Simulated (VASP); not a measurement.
B2O:

```
B O
1.0
     2.87900    0.00000    0.00000
    -1.43950    2.49329    0.00000
     0.00000    0.00000    7.05200
B O
4 2
Direct
  0.00000 0.00000 0.38000
  0.00000 0.00000 0.62000
  0.66667 0.33333 0.02300
  0.33333 0.66667 0.97700
  0.66667 0.33333 0.30600
  0.33333 0.66667 0.69400
```

Base run:

- Program: VASP 6.6.1
- Functional: PBE
- Potentials or basis: VASP PAW PBE potentials, release 64 (B, O)
- Cutoff: 520 eV
- k mesh: 15 × 15 × 6
- Occupations: gaussian, width 0.1 eV
- Spin: no spin polarisation

Its results: band gap on the k mesh none (metal or under the smearing width); pressure -19.1 GPa; largest force 0.146 eV/Å.

**Question.** The run is repeated on the same cell with these changes: functional from PBE to LDA; potentials or basis from VASP PAW PBE potentials, release 64 (B, O) to VASP PAW LDA potentials, release 64 (B, O). What comes out?

**Answer.** Band gap on the k mesh none (metal or under the smearing width); pressure -27.6 GPa; largest force 0.108 eV/Å.

Caveats: so large a pressure means that the cell lies far from this level's equilibrium, or that cutoff or potentials fall short.
